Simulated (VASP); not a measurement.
**C: single point with PBE**

The system is C.

```
C
1.0
     0.00000    1.78337    1.78337
     1.78337    0.00000    1.78337
     1.78337    1.78337    0.00000
C
2
Direct
  0.00000 0.00000 0.00000
  0.25000 0.25000 0.25000
```

This isn't the form of C at room conditions, which is graphite.

```
Program                : VASP 6.6.1
Task                   : single point
Functional             : PBE
Potentials or basis    : VASP PAW PBE potentials, release 64 (C)
Cutoff                 : 520 eV
k mesh                 : 12 × 12 × 12
Occupations            : gaussian, width 0.02 eV
Spin                   : no spin polarisation
Further INCAR settings : ALGO = Normal; EDIFF = 1e-07
```

```json
{"Pressure": "2.5 GPa", "Band gap on the k mesh": "4.15 eV, indirect (least direct gap 5.59 eV)"}
```

Levels at points of the mesh, in eV from the valence-band top:
| k point | band 1 | band 2 | band 3 | band 4 | band 5 | band 6 | band 7 | band 8 |
| --- | --- | --- | --- | --- | --- | --- | --- | --- |
| (0.00, 0.00, 0.00) | -21.48 | 0.00 | 0.00 | 0.00 | 5.59 | 5.59 | 5.59 | 13.33 |
| (0.50, 0.00, 0.00) | -15.70 | -13.37 | -2.80 | -2.80 | 8.46 | 8.46 | 8.85 | 15.70 |
| (0.50, 0.50, 0.00) | -12.76 | -12.76 | -6.30 | -6.30 | 4.76 | 4.76 | 16.81 | 16.81 |

Run time: 8.4 s on 1 thread of Intel(R) Xeon(R) Platinum 8259CL CPU @ 2.50GHz (Skylake/Cascade Lake), on a shared host, peak memory 0.12 GiB.

A k mesh can miss the band edges. PBE gaps usually lie below the measured ones, often by a third to a half.
